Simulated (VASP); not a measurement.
Write the native input for VASP 6.6.1 that does the following.

| Quantity | Value |
| --- | --- |
| Task | relaxation of cell and atoms |
| Functional | revPBE |
| Dispersion | D3 |
| Potentials or basis | VASP PAW PBE potentials, release 64 (La, Sc_sv) |
| Cutoff | 600 eV |
| k mesh | 7 × 7 × 7 |
| Occupations | fermi-dirac, width 0.05 eV |
| Spin | no spin polarisation |
| Further INCAR settings | ALGO = Normal; EDIFF = 1e-06; IBRION = 2; EDIFFG = -0.01; NSW = 60; ISIF = 3 |

The structure of LaSc lies in POSCAR:

```
LaSc
1.0
    3.9480400000      0.0000000000      0.0000000000
    0.0000000000      3.9480400000      0.0000000000
    0.0000000000      0.0000000000      3.9480400000
La Sc
1 1
Direct
    0.0000000000      0.0000000000      0.0000000000
    0.5000000000      0.5000000000      0.5000000000
```

The cell was built by a generator and needn't be a form met in nature.

The input as run:

INCAR

```
PREC = Accurate
ENCUT = 600
EDIFF = 1E-6
ISMEAR = -1
SIGMA = 0.05
LREAL = False
LASPH = True
NELM = 60
ALGO = Normal
ISIF = 3
LWAVE = False
LCHARG = False
GGA = RE
IVDW = 11
IBRION = 2
NSW = 60
EDIFFG = -0.01
```

KPOINTS

```
Automatic mesh
0
Gamma
  7 7 7
```

Potentials or basis: VASP PAW PBE potentials, release 64 (La, Sc_sv).

Command:

```bash
$ cat potpaw_PBE.64/La/POTCAR potpaw_PBE.64/Sc_sv/POTCAR > POTCAR
$ mpirun -np 1 vasp_std > vasp.out
```

It gave:

```json
{"Relaxed volume": "29.38 Å³/atom", "Relaxed cell": "a = 3.888 Å, b = 3.888 Å, c = 3.888 Å, α = 90.00°, β = 90.00°, γ = 90.00°", "Space group after relaxing (to 0.05 Å)": "Pm-3m (No. 221)", "Energy gained by relaxing": "6.6 meV/atom", "Ionic steps": "3", "Pressure after relaxing": "0.0 GPa", "Band gap on the k mesh": "none (metal or under the smearing width)", "Dispersion energy per atom": "-0.505 eV"}
```

Caveat: the PAW data sets were made with another functional, which shifts forces and pressure a little; pairwise dispersion overbinds metals, which lowers pressure and volume.

Wall time 63 s on 1 thread of Intel(R) Xeon(R) Platinum 8375C CPU @ 2.90GHz (Ice Lake), with other jobs on the host, peak memory 0.21 GiB.
